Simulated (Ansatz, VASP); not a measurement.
**AgSb2: VASP beside Ansatz**

Wanted: the spread between two codes on one cell, functional and k mesh. The cell is generated by rule, not measured, and may not be a known phase. The cell is taken from a series of runs on this material, whose earlier steps may have relaxed, scaled, displaced or heated it; both programs get it as it stands.

Method: plane waves, with VASP 6.6.1 beside it; relaxation of cell and atoms at LDA and zone-centre phonons at LDA, in Ansatz 0.2.0.

The structure was built from a prototype and need not be the compound's stable phase.

## 1. The structure

Symmetry: Fm-3m, No. 225, cubic system. Conventional cell: a = 6.708 Å, b = 6.708 Å, c = 6.708 Å, α = 90.00°, β = 90.00°, γ = 90.00°. Sb has 4 Ag at 2.90 Å nearest. Ag has 8 Sb at 2.90 Å nearest. Farther neighbours are not listed.

## 2. Ansatz: relaxation of cell and atoms, LDA

Ansatz runs on its default PAW (the set named soft_2) files.

The relaxed volume is the usual yardstick between codes: in a stiff, nearly cubic crystal its relative difference is about their pressure difference at one cell divided by the bulk modulus.

The input, input.yaml:

```yaml
crystal:
  lattice:
    - [0.0, 3.354011377, 3.354011377]
    - [3.354011377, 0.0, 3.354011377]
    - [3.354011377, 3.354011377, 0.0]
  atoms:
    - { symbol: Sb, position: [0.25, 0.25, 0.25] }
    - { symbol: Sb, position: [0.75, 0.75, 0.75] }
    - { symbol: Ag, position: [0.0, 0.0, 0.0] }
kpoints:
  mp_grid: { grid: [10, 10, 10] }
hamiltonian:
  xc: lda
scf:
  occupations: { method: methfessel_paxton, width: 0.15 }
output:
  forces: true
  stress: true
  eigenvalues: true
relax:
  adjacent_minimum: "off"
  f_tol: 0.001
  max_steps: 60
  cell: { stress_tol: 0.01 }
```

Started as:

```sh
$ ansatz run input.yaml --threads 4 --pin off --max-ram 7168MiB --backend cpu --events-out ev --progress --plain --runs-dir out
```

Numbers of over 12 decimals in the logs are rounded to 6 here.

What it wrote:

```text
Engine: ansatz 0.2.0, aarch64-unknown-linux-gnu
Pseudopotentials: kind: paw
Pseudopotential: Sb, paw, valence charge 15, recommended cutoff 420 eV (normal), Sb.paw.azcp
Pseudopotential: Ag, paw, valence charge 19, recommended cutoff 420 eV (normal), Ag.paw.azcp
Functional definition: SPW92
  exchange = slater_x
  correlation = pw_c
Crystal: 3 atoms, lattice volume = 75.461 Å³
Basis set: ecut = 420 eV, 1459 PW (Γ)
Bands: 30, of which v1, the nominal top of the filled ones, is band 25 counted from 1 (24 counted from 0)
Symmetry: 48 space group operations
Space group: Fm-3m (ITA 225), of the structure as read, at distance tolerance 4.2e-5 Å
k-points: 47 of 1000
Non-local potential: Sb, projectors of the file, l = 0: 2, l = 1: 2, l = 2: 2, l = 3: 2
Non-local potential: Ag, projectors of the file, l = 0: 3, l = 1: 2, l = 2: 2, l = 3: 1
PAW form: soft (Blöchl's): semilocal exchange-correlation on the pseudo side does not see the compensation charge
PAW frozen core: Sb, regenerated for the run's functional, and the local potential with it (the file was generated under x = pbe(κ = 0.804, μ = 0.219515), c = pbe(β = 0.066725))
PAW frozen core: Ag, regenerated for the run's functional, and the local potential with it (the file was generated under x = pbe(κ = 0.804, μ = 0.219515), c = pbe(β = 0.066725))
PAW one-centre angular grid: Sb, 590 points (default); XC on 64 Gauss nodes
PAW one-centre angular grid: Ag, 590 points (default); XC on 64 Gauss nodes
Initial density: superposition of atomic densities (neutral atoms: chi_scale 0, normalization atom), corrected by the library's trained network
Initial wavefunctions: pseudopotential atomic-orbital guess
Functional: x = slater, c = lda
SCF iter   1: F=—  HF=-20129.371750 eV  |F-HF|=—  |Δ(HF+E_count)|=         —  Δρ=1.00e-2  dr2=6.02e-2  ethr=1.77e-3  ⟨swp⟩=6.2  Hψ=5789  notcnv=0
preconditioner: auto → LDOS  [metal: Δε(μ)=0.041 eV  Ē_g=8.861 eV  σ=0.150 eV  W_gap=0.22  n_scr=14 (ndim 8)  ℏωp=19.6 eV  f_vac=0.040  D(μ)=2.10/eV (n_scr^D=14)  β→1.0]
SCF iter   2: F=—  HF=-20129.360780 eV  |F-HF|=—  |Δ(HF+E_count)|=   1.10e-2  S|Δr|=    0.00e0  Δρ=4.73e-3  dr2=1.15e-2  ethr=1.23e-4  ⟨swp⟩=2.0  Hψ=2888  notcnv=0
SCF iter   3: F=—  HF=-20129.355791 eV  |F-HF|=—  |Δ(HF+E_count)|=   4.99e-3  S|Δr|=    0.00e0  Δρ=1.35e-3  dr2=1.23e-3  ethr=2.35e-5  ⟨swp⟩=2.0  Hψ=2520  notcnv=0
SCF iter   4: F=—  HF=-20129.355500 eV  |F-HF|=—  |Δ(HF+E_count)|=   2.92e-4  S|Δr|=    0.00e0  Δρ=2.27e-4  dr2=4.42e-5  ethr=2.51e-6  ⟨swp⟩=2.1  Hψ=1801  notcnv=0
SCF iter   5: F=—  HF=-20129.355488 eV  |F-HF|=—  |Δ(HF+E_count)|=   1.22e-5  S|Δr|=    0.00e0  Δρ=4.37e-5  dr2=1.56e-6  ethr=9.03e-8  ⟨swp⟩=2.6  Hψ=2174  notcnv=0
SCF iter   6: F=-20129.355487 eV  HF=-20129.355487 eV  |F-HF|=3.52e-9  |Δ(HF+E_count)|=   4.96e-7  S|Δr|=    0.00e0  Δρ=4.87e-6  dr2=1.17e-8  ethr=2.04e-10  ⟨swp⟩=7.0  Hψ=8152  notcnv=0
SCF 1 converged in 6 iterations: F = -20129.355487 eV  dr2 = 1.17e-8
  greatest PAW one-centre occupation: 1.002 electrons in one spin orbital (limit 2), on the Ag atom at site 2 (counted from 0), in its partial waves of l = 0
relax step   1: F+E_penalty+E_count = -20129.35548706 eV  Δ(F+E_penalty+E_count) = +0.000e0 eV  max|allowed force component| = 3.084e-18 eV/Å  Δτ_max = 0.0000 Å  P = -0.008 GPa  Ω = 75.461 Å³  (6 SCF iters, dr2 threshold 1.00e-7 eV, accepted)
Initial density: handed on by an earlier stage of this run
Initial wavefunctions: pseudopotential atomic-orbital guess (no wavefunctions were taken with the density)
iter 1 solved again at ethr=7.39e-8 eV; its pass at ethr=3.10e-3 eV (dr2=3.62e-5 eV) is discarded
SCF iter   1: F=—  HF=-20129.355498 eV  |F-HF|=—  |Δ(HF+E_count)|=         —  Δρ=4.84e-6  dr2=1.08e-8  ethr=7.39e-8  ⟨swp⟩=3.5  Hψ=9314  notcnv=0
preconditioner: auto → LDOS  [metal: Δε(μ)=0.014 eV  Ē_g=8.936 eV  σ=0.150 eV  W_gap=0.08  n_scr=14 (ndim 8)  ℏωp=19.6 eV  f_vac=0.044  D(μ)=2.01/eV (n_scr^D=14)  β→1.0]
SCF iter   2: F=—  HF=-20129.355487 eV  |F-HF|=—  |Δ(HF+E_count)|=   1.05e-5  S|Δr|=    0.00e0  Δρ=1.22e-6  dr2=1.57e-9  ethr=2.20e-11  ⟨swp⟩=2.9  Hψ=2825  notcnv=0
SCF iter   3: F=—  HF=-20129.355487 eV  |F-HF|=—  |Δ(HF+E_count)|=  1.60e-10  S|Δr|=    0.00e0  Δρ=7.43e-7  dr2=2.99e-10  ethr=3.20e-12  ⟨swp⟩=2.0  Hψ=2374  notcnv=0
SCF iter   4: F=—  HF=-20129.355487 eV  |F-HF|=—  |Δ(HF+E_count)|=  1.20e-10  S|Δr|=    0.00e0  Δρ=1.25e-7  dr2=6.75e-12  ethr=1.00e-12  ⟨swp⟩=2.0  Hψ=2450  notcnv=0
SCF iter   5: F=-20129.355487 eV  HF=-20129.355487 eV  |F-HF|=0.00e0  |Δ(HF+E_count)|=  7.28e-12  S|Δr|=    0.00e0  Δρ=2.65e-8  dr2=5.63e-13  ethr=1.00e-12  ⟨swp⟩=5.8  Hψ=5992  notcnv=0
SCF 2 converged in 5 iterations: F = -20129.355487 eV  dr2 = 5.63e-13
relax step   2: F+E_penalty+E_count = -20129.35548706 eV  Δ(F+E_penalty+E_count) = -8.877e-10 eV  max|allowed force component| = 5.590e-18 eV/Å  Δτ_max = 0.0000 Å  P = -0.008 GPa  Ω = 75.461 Å³  stress off target by 8.21e-3 GPa  SCF on the basis re-selected at this cell (its energy is not comparable with the rows above)  (5 SCF iters)
basis re-selected at this cell: Δ(F+E_penalty+E_count) = -8.877e-10 eV, ΔP = +0.000 GPa vs the last step (what re-selecting the basis moved, of the pressure what is left beyond the Pulay correction that the steps carried, after the strain that the cell walked since its last selection, with what the two solves' SCF thresholds leave and, on support functions, any second-order correction that the steps lacked; it is no  [...]
SCF converged after 5 iterations
Stability not checked: this state was not tested for a lower state beside it, because cold or Methfessel-Paxton smearing, or corrected tetrahedra, fill the levels in a way that the test cannot read (fill_not_monotonic; see scf.lower_state_search)
Free energy (F): -20129.355487 eV
Harris-Foulkes:  -20129.355487 eV  (|F-HF|=0.00e0)
Internal energy: -20129.352889 eV  (E = F + TS)
E sigma→0 (E₀):  -20129.354838 eV
Entropy (-TS):   -0.002598 eV (-0.866 meV/atom)
Fermi energy:    11.947765 eV
--- Per-component energies (eV) ---
  E_band       = -635.403159
  E_kinetic    = 944.989665
  E_local      = -6059.218134  (includes V_loc(G=0)·N_el)
  E_nonlocal   = 817.516273
  E_hartree    = 2745.985238
  E_xc         = -460.669983
  E_vxc        = -430.812626  (∫ρ·V_xc dr)
  E_paw        = -12621.301575  (= ΣΔE_a)
  E_vpaw       = -1399.849069  (= ΣTr[D̂ρ^β])
  E_aug_tail   = 0.000253  (compensation charges beyond the density's cutoff)
  E_ewald      = -5498.497079
  E_core_change = 1.842455  (= ΣΔE_core)
  E_smearing   = -0.002598  (= −TS)
  E_closure    = 0.000000  (closes the sum)
  Σ components = -20129.355487   (vs F -20129.355487, Δ=0.00e0)
--- Forces (eV/Å), atoms counted from 1 ---
  atom   1  Sb    -0.00000000     0.00000000     0.00000000
  atom   2  Sb     0.00000000    -0.00000000     0.00000000
  atom   3  Ag     0.00000000    -0.00000000    -0.00000000
  max |Σ_I F_I| component: 2.31e-18 eV/Å
--- Stress (GPa, compression-positive) ---
       -0.008213       0.000000       0.000000
        0.000000      -0.008213       0.000000
       -0.000000       0.000000      -0.008213
  P = ⅓ Tr σ = -0.0082 GPa (-0.082 kbar)
--- Band table (eV; the first three rows and the last of 47) ---
  k-point 0: bands = [... 21 lower, 11.2548, 11.2548, 11.2548, 12.8484, 12.8484, 12.8484, 14.9594, 14.9594, ... 1 higher]
  k-point 1: bands = [... 21 lower, 10.7088, 11.1094, 11.1094, 12.6580, 12.7465, 12.7465, 14.9295, 15.1621, ... 1 higher]
  k-point 2: bands = [... 21 lower, 9.8423, 10.7743, 10.7743, 12.1820, 12.4675, 12.4675, 15.1533, 15.7739, ... 1 higher]
  k-point 46: bands = [... 21 lower, 6.8741, 7.9191, 10.3982, 12.2412, 14.5512, 15.4027, 16.1212, 16.4912, ... 1 higher]
--- Relaxed structure (1 steps of the walk, 1 accepted, 1 SCFs on fresh bases) ---
  F+E_penalty+E_count = -20129.35548706 eV   max|allowed force component| = 5.590e-18 eV/Å   (the final SCF, on the basis selected at the relaxed cell)
  cell:  # Å, volume = 75.4612 Å³
    - [0.0, 3.354011377, 3.354011377]
    - [3.354011377, 0.0, 3.354011377]
    - [3.354011377, 3.354011377, 0.0]
  atoms:
    - { symbol: Sb, position: [0.25, 0.25, 0.25] }
    - { symbol: Sb, position: [0.750000, 0.750000, 0.750000] }
    - { symbol: Ag, position: [0.0, 0.0, 0.0] }
```

The column dr2 measures how far the density is from self-consistency, as an energy; F and HF (Harris–Foulkes) agree once it is small.

## 3. VASP: relaxation of cell and atoms, LDA

The same cell, functional (in two slightly different forms), mesh and smearing now go to VASP, with its own data sets.

Lines of VASP's logs that name or quote its potential files are left out, and so is its time.

The input, INCAR:

```
SYSTEM = AgSb2
PREC = Accurate
ENCUT = 500
EDIFF = 1E-07
NELM = 120
ISMEAR = 1
SIGMA = 0.15
LREAL = .FALSE.
ALGO = Normal
GGA = PW92
NBANDS = 16
LASPH = .TRUE.
LORBIT = 11
LWAVE = .FALSE.
LCHARG = .FALSE.
ISIF = 3
IBRION = 2
NSW = 80
EDIFFG = -0.005
GGA_COMPAT = .FALSE.
NELMIN = 4
KPAR = 2
```

The input, POSCAR:

```
AgSb2
1.0
    0.0000000000      3.3540110000      3.3540110000
    3.3540110000      0.0000000000      3.3540110000
    3.3540110000      3.3540110000      0.0000000000
Sb Ag
2 1
Direct
    0.2500000000      0.2500000000      0.2500000000
    0.7500000000      0.7500000000      0.7500000000
    0.0000000000      0.0000000000      0.0000000000
```

The input, KPOINTS:

```
Automatic mesh
0
Gamma
10 10 10
0 0 0
```

PAW data sets: Sb and Ag (LDA family, release 64).

Started as:

```sh
$ mpirun -np 2 vasp_std
```

What it wrote:

```text
[banner, memory and clock lines left out]
running    2 mpi-ranks, on    1 nodes
 distrk:  each k-point on    1 cores,    2 groups
 distr:  one band on    1 cores,    1 groups

 POSCAR found type information on POSCAR SbAg
 POSCAR found :  2 types and       3 ions
|                                                                             |
|               ----> ADVICE to this user running VASP <----                  |
|                                                                             |
|     You enforced a specific xc type in the INCAR file but a different       |
|     [... a line on the potential file left out ...]
|     I HOPE YOU KNOW WHAT YOU ARE DOING!                                     |
|                                                                             |

 LDA part: xc-table for (Slater(with rela. corr.)+PW92), standard interpolation
 POSCAR, INCAR and KPOINTS ok, starting setup
 FFT: planning ... GRIDC
 FFT: planning ... GRID_SOFT
 FFT: planning ... GRID
 WAVECAR not read
 entering main loop
       N       E                     dE             d eps       ncg     rms          rms(c)
DAV:   1     0.106301850158E+03    0.10630E+03   -0.80194E+03  1504   0.104E+03
DAV:   2    -0.980740625655E+01   -0.11611E+03   -0.11271E+03  1888   0.215E+02
DAV:   3    -0.134625729891E+02   -0.36552E+01   -0.36282E+01  1776   0.430E+01
DAV:   4    -0.134915486887E+02   -0.28976E-01   -0.28970E-01  1912   0.416E+00
DAV:   5    -0.134920245508E+02   -0.47586E-03   -0.47586E-03  1856   0.501E-01    0.678E+00
DAV:   6    -0.130326184715E+02    0.45941E+00   -0.32918E+00  1592   0.222E+01    0.601E+00
DAV:   7    -0.129851647356E+02    0.47454E-01   -0.25424E-01  1544   0.609E+00    0.319E+00
DAV:   8    -0.129727484327E+02    0.12416E-01   -0.44434E-02  1704   0.200E+00    0.354E-01
DAV:   9    -0.129701825619E+02    0.25659E-02   -0.11829E-02  1632   0.141E+00    0.119E-01
DAV:  10    -0.129701981207E+02   -0.15559E-04   -0.56216E-04  1880   0.163E-01    0.440E-02
DAV:  11    -0.129701864373E+02    0.11683E-04   -0.65617E-05  1712   0.994E-02    0.972E-03
DAV:  12    -0.129701872869E+02   -0.84960E-06   -0.81214E-06  1760   0.203E-02    0.104E-02
DAV:  13    -0.129701868264E+02    0.46048E-06   -0.61135E-07  1760   0.730E-03    0.440E-03
DAV:  14    -0.129701866951E+02    0.13126E-06   -0.75265E-07  1680   0.966E-03    0.708E-04
DAV:  15    -0.129701866956E+02   -0.50295E-09   -0.89361E-08   936   0.327E-03
   1 F= -.12970187E+02 E0= -.12969410E+02  d E =-.129702E+02
 curvature:   0.00 expect dE= 0.000E+00 dE for cont linesearch  0.000E+00
 trial: gam= 0.00000 g(F)=  0.923E-48 g(S)=  0.129E-03 ort = 0.000E+00 (trialstep = 0.100E+01)
 search vector abs. value=  0.129E-03
 bond charge predicted
       N       E                     dE             d eps       ncg     rms          rms(c)
DAV:   1    -0.129713888135E+02   -0.12021E-02   -0.18573E-02  1624   0.144E+00    0.244E-01
DAV:   2    -0.129702860884E+02    0.11027E-02   -0.49097E-03  1584   0.926E-01    0.110E-01
DAV:   3    -0.129702293888E+02    0.56700E-04   -0.17550E-04  1592   0.141E-01    0.594E-02
DAV:   4    -0.129702045776E+02    0.24811E-04   -0.11820E-04  1600   0.601E-02    0.107E-02
DAV:   5    -0.129702018687E+02    0.27089E-05   -0.99150E-06  1592   0.372E-02    0.101E-02
DAV:   6    -0.129702021170E+02   -0.24826E-06   -0.17120E-06  1864   0.138E-02    0.645E-03
DAV:   7    -0.129702015439E+02    0.57315E-06   -0.21054E-06  1640   0.177E-02    0.105E-03
DAV:   8    -0.129702015602E+02   -0.16295E-07   -0.18431E-07  1280   0.308E-03
   2 F= -.12970202E+02 E0= -.12969422E+02  d E =-.148645E-04
 trial-energy change:   -0.000015  1 .order   -0.000013   -0.000129    0.000103
 step:   0.5670(harm=  0.5580)  dis= 0.00000  next Energy=   -12.970224 (dE=-0.369E-04)
 bond charge predicted
       N       E                     dE             d eps       ncg     rms          rms(c)
DAV:   1    -0.129704473663E+02   -0.24582E-03   -0.34809E-03  1616   0.624E-01    0.106E-01
DAV:   2    -0.129702394339E+02    0.20793E-03   -0.94430E-04  1600   0.406E-01    0.480E-02
DAV:   3    -0.129702285096E+02    0.10924E-04   -0.34545E-05  1592   0.635E-02    0.254E-02
DAV:   4    -0.129702238645E+02    0.46451E-05   -0.22336E-05  1600   0.267E-02    0.468E-03
DAV:   5    -0.129702233491E+02    0.51547E-06   -0.19339E-06  1584   0.166E-02    0.437E-03
DAV:   6    -0.129702233990E+02   -0.49920E-07   -0.31634E-07  1608   0.595E-03
   3 F= -.12970223E+02 E0= -.12969445E+02  d E =-.367034E-04
 curvature:  -0.28 expect dE=-0.110E-05 dE for cont linesearch -0.110E-05
 trial: gam= 0.00000 g(F)=  0.101E-47 g(S)=  0.395E-05 ort =-0.226E-04 (trialstep = 0.913E+00)
 search vector abs. value=  0.395E-05
 reached required accuracy - stopping structural energy minimisation
```

OUTCAR, selected parts (step 3):

```text
ion  position               nearest neighbor table
   1  0.250  0.250  0.250-   3 2.90   3 2.90   3 2.90   3 2.90   2 3.35   2 3.35   2 3.35   2 3.35
                             2 3.35   2 3.35
   2  0.750  0.750  0.750-   3 2.90   3 2.90   3 2.90   3 2.90   1 3.35   1 3.35   1 3.35   1 3.35
                             1 3.35   1 3.35
   3  0.000  0.000  0.000-   2 2.90   2 2.90   2 2.90   1 2.90   2 2.90   1 2.90   1 2.90   1 2.90

  LATTYP: Found a face centered cubic cell.
 ALAT       =     6.7080220000

 Subroutine GETGRP returns: Found 48 space group operations
 (whereof 48 operations were pure point group operations)

The static configuration has the point symmetry O_h .

 Found     47 irreducible k-points:

   k-points           NKPTS =     47   k-points in BZ     NKDIM =     47   number of bands    NBANDS=     16

   dimension x,y,z NGX =    36 NGY =   36 NGZ =   36
   dimension x,y,z NGXF=    72 NGYF=   72 NGZF=   72

   ENCUT  =  500.0 eV  36.75 Ry    6.06 a.u.   8.65  8.65  8.65*2*pi/ulx,y,z

   NELECT =      21.0000    total number of electrons

 k-points in reciprocal lattice and weights: Automatic mesh
   0.00000000  0.00000000  0.00000000       0.001
   0.10000000  0.00000000  0.00000000       0.008
   0.20000000  0.00000000  0.00000000       0.008
   0.30000000  0.00000000  0.00000000       0.008
   0.40000000  0.00000000  0.00000000       0.008
   0.50000000  0.00000000  0.00000000       0.004
   0.10000000  0.10000000  0.00000000       0.006
   0.20000000  0.10000000  0.00000000       0.024
   0.30000000  0.10000000  0.00000000       0.024
[...]
-0.30000000  0.40000000  0.20000000       0.024
  -0.30000000  0.50000000  0.20000000       0.012

 average (electrostatic) potential at core
       1 -86.1290       2 -86.1290       3 -72.4747

 E-fermi :   7.8516

 k-point     1 :       0.0000    0.0000    0.0000
  band No.  band energies     occupation
    ...
      6       2.5240      2.00000
      7       2.5240      2.00000
      8       7.1453      2.00000
      9       7.1453      2.00000
     10       7.1453      2.00000
     11       8.7522     -0.00000
     12       8.7522     -0.00000
     13       8.7522     -0.00000
     14      10.8284     -0.00000
     15      10.8284     -0.00000
    ...

 k-point     2 :       0.1000    0.0000    0.0000
  band No.  band energies     occupation
    ...
      6       2.5156      2.00000
      7       2.5156      2.00000
      8       6.6055      2.00000
      9       7.0013      2.00000
     10       7.0013      2.00000
     11       8.5688     -0.00000
     12       8.6490     -0.00000
     13       8.6490     -0.00000
     14      10.8122     -0.00000
     15      11.0264      0.00000
    ...

 k-point     3 :       0.2000    0.0000    0.0000
  band No.  band energies     occupation
    ...
      6       2.4997      2.00000
      7       2.7793      2.00000
      8       5.7519      2.00000
      9       6.6698      2.00000
     10       6.6698      2.00000
     11       8.0973     -0.04260
     12       8.3669     -0.00001
     13       8.3669     -0.00001
     14      11.0414      0.00000
     15      11.6261      0.00000
    ...

  Total       -0.0090441     -0.0090441     -0.0090441      0.0000000      0.0000000      0.0000000
  in kB       -0.1917500     -0.1917500     -0.1917500      0.0000000      0.0000000      0.0000000
  external PRESSURE =      -0.1917500 kB  Pullay stress =       0.0000000 kB

  energy-cutoff  :      500.00
  volume of cell :       75.57
      direct lattice vectors                 reciprocal lattice vectors
     0.000000000  3.355594854  3.355594854    -0.149004877  0.149004877  0.149004877
     3.355594854  0.000000000  3.355594854     0.149004877 -0.149004877  0.149004877
     3.355594854  3.355594854  0.000000000     0.149004877  0.149004877 -0.149004877

 POSITION                                       TOTAL-FORCE (eV/Angst)
 -----------------------------------------------------------------------------------
      1.67780      1.67780      1.67780         0.000000      0.000000      0.000000
      5.03339      5.03339      5.03339        -0.000000     -0.000000     -0.000000
      0.00000      0.00000      0.00000         0.000000      0.000000      0.000000
 -----------------------------------------------------------------------------------
    total drift:                               -0.000000      0.000000      0.000000

  FREE ENERGIE OF THE ION-ELECTRON SYSTEM (eV)
  ---------------------------------------------------
  free  energy   TOTEN  =       -12.9702233990 eV

  energy  without entropy=      -12.9678874790  energy(sigma->0) =      -12.96944476

 reached required accuracy - stopping structural energy minimisation

 total charge
# of ion       s       p       d       tot
------------------------------------------
    1        1.257   1.101   0.038   2.396
    2        1.257   1.101   0.038   2.396
    3        0.430   0.379   9.131   9.940
--------------------------------------------------
tot          2.944   2.582   9.206  14.732

[... 3 further parts left out ...]
```

## 4. Side by side

Known differences besides the potentials themselves: the data sets hold 49 valence electrons in Ansatz (on its default PAW (the set named soft_2) files) and 21 in VASP; the cutoff is 420 eV in Ansatz and 500 eV in VASP; VASP's log shows a relativistic correction to its local exchange, Ansatz's none; Ansatz adds a Pulay correction to the stress that steers its cell, VASP none. Total energies have different zeros and are not compared.

The two programs side by side:

```csv
quantity,Ansatz,VASP,difference
volume (Å³),75.46,75.57,-0.14 %
"edge a after relaxation, in the typed setting (Å)",4.743,4.745,-0.05 %
```

(Continued in part 2 of 2.)

[Lines on the potential files, build, host, timing and source positions are cut from VASP's logs without a mark.]

[Logs are printed without paths, hosts, clocks, repeated set-up lines and the standing remarks that a program may print on its own settings, such as how far it seeks lower states.]

[Hosts, paths, dates, database ids (printed as entryN), source tags and the programs' standing remarks are cut or masked in the printed files.]
